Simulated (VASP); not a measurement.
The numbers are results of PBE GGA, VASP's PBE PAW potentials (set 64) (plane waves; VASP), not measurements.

VASP input:

INCAR:
```
SYSTEM = Ni3Fe
PREC = Accurate
ENCUT = 300
EDIFF = 1E-6
NELM = 100
ALGO = Normal
LREAL = .FALSE.
LASPH = .TRUE.
ISMEAR = -1
SIGMA = 0.05
GGA = PE
LMAXMIX = 4
LWAVE = .FALSE.
LCHARG = .FALSE.
ISIF = 2
ISPIN = 2
MAGMOM = 3.0 0.5 0.5 0.5
LORBIT = 11
```

### POSCAR
```
Ni3Fe
3.5158770
  1.0000000000   0.0000000000   0.0000000000
  0.0000000000   1.0000000000   0.0000000000
  0.0000000000   0.0000000000   1.0000000000
Fe Ni
1 3
Cart
  0.0000000000   0.0000000000   0.0000000000
  0.0000000000   0.5000000000   0.5000000000
  0.5000000000   0.0000000000   0.5000000000
  0.5000000000   0.5000000000   0.0000000000
```

### KPOINTS
```
Regular mesh
0
G
7 7 7
0 0 0
```

POTCAR, in this order: Fe Ni (PBE.64 set). Program: vasp_std.

What VASP printed:

File OSZICAR:
```
       N       E                     dE             d eps       ncg     rms          rms(c)
DAV:   1     0.184186892488E+03    0.18419E+03   -0.12286E+04  2088   0.140E+03
DAV:   2    -0.196752186326E+02   -0.20386E+03   -0.19636E+03  2024   0.309E+02
DAV:   3    -0.290439948592E+02   -0.93688E+01   -0.89735E+01  2076   0.900E+01
DAV:   4    -0.291575104385E+02   -0.11352E+00   -0.11325E+00  2238   0.992E+00
DAV:   5    -0.291602648590E+02   -0.27544E-02   -0.27542E-02  2421   0.131E+00    0.208E+01
DAV:   6    -0.267644666375E+02    0.23958E+01   -0.41510E+01  2076   0.959E+01    0.233E+01
DAV:   7    -0.298651842797E+02   -0.31007E+01   -0.27576E+01  2392   0.126E+02    0.274E+01
DAV:   8    -0.248492227974E+02    0.50160E+01   -0.17770E+01  2364   0.547E+01    0.628E+00
DAV:   9    -0.250528502586E+02   -0.20363E+00   -0.83496E-01  2164   0.114E+01    0.368E+00
DAV:  10    -0.250301331274E+02    0.22717E-01   -0.17220E-01  2698   0.899E+00    0.166E+00
DAV:  11    -0.250264246955E+02    0.37084E-02   -0.44119E-02  2846   0.283E+00    0.121E+00
DAV:  12    -0.250291079099E+02   -0.26832E-02   -0.78546E-03  2369   0.203E+00    0.382E-01
DAV:  13    -0.250292231481E+02   -0.11524E-03   -0.27690E-03  2826   0.913E-01    0.108E-01
DAV:  14    -0.250293274800E+02   -0.10433E-03   -0.30339E-04  2397   0.205E-01    0.126E-01
DAV:  15    -0.250293108297E+02    0.16650E-04   -0.10369E-04  2655   0.266E-01    0.276E-02
DAV:  16    -0.250293134000E+02   -0.25703E-05   -0.14112E-05  2149   0.511E-02    0.292E-02
DAV:  17    -0.250293135996E+02   -0.19956E-06   -0.76210E-06  1964   0.717E-02
   1 F= -.25029314E+02 E0= -.25015880E+02  d E =-.268672E-01  mag=     4.8520
```

File OUTCAR:
```
------------------------ aborting loop because EDIFF is reached ----------------------------------------
  FORCE on cell =-STRESS in cart. coord.  units (eV):
  Direction    XX          YY          ZZ          XY          YZ          ZX
  --------------------------------------------------------------------------------------
  Total        1.2723282      1.2723282      1.2723282     -0.0000000     -0.0000000      0.0000000
  in kB       46.9038725     46.9038725     46.9038725     -0.0000000     -0.0000000      0.0000000
  external PRESSURE =      46.9038725 kB  Pullay stress =       0.0000000 kB
  volume of cell :       43.46
      direct lattice vectors                 reciprocal lattice vectors
     3.515877000  0.000000000  0.000000000     0.284424057  0.000000000  0.000000000
     0.000000000  3.515877000  0.000000000     0.000000000  0.284424057  0.000000000
     0.000000000  0.000000000  3.515877000     0.000000000  0.000000000  0.284424057
 POSITION                                       TOTAL-FORCE (eV/Angst)
 -----------------------------------------------------------------------------------
      0.00000      0.00000      0.00000         0.000000      0.000000      0.000000
      0.00000      1.75794      1.75794         0.000000      0.000000      0.000000
      1.75794      0.00000      1.75794         0.000000      0.000000      0.000000
      1.75794      1.75794      0.00000         0.000000      0.000000      0.000000
 -----------------------------------------------------------------------------------
    total drift:                               -0.000000     -0.000000      0.000000
  FREE ENERGIE OF THE ION-ELECTRON SYSTEM (eV)
  ---------------------------------------------------
  free  energy   TOTEN  =       -25.0293135996 eV

  energy  without entropy=      -25.0024463911  energy(sigma->0) =      -25.01588000

 total charge

# of ion       s       p       d       tot
------------------------------------------
    1        0.485   0.523   6.125   7.133
    2        0.516   0.532   8.321   9.369
    3        0.516   0.532   8.321   9.369
    4        0.516   0.532   8.321   9.369
--------------------------------------------------
tot          2.034   2.119  31.087  35.240

 magnetization (x)

# of ion       s       p       d       tot
------------------------------------------
    1        0.013  -0.001   2.880   2.892
    2       -0.014  -0.045   0.719   0.660
    3       -0.014  -0.045   0.719   0.660
    4       -0.014  -0.045   0.719   0.660
--------------------------------------------------
tot         -0.030  -0.135   5.038   4.874
```
(Selected blocks of OUTCAR.)

At this cut-off the stress carries a Pulay error, which pulls relaxed volumes low.

The structure is a typed Ni3Fe crystal (Pm-3m). The cell was not relaxed at this level, and its volume differs by -5.9 % from the start's.
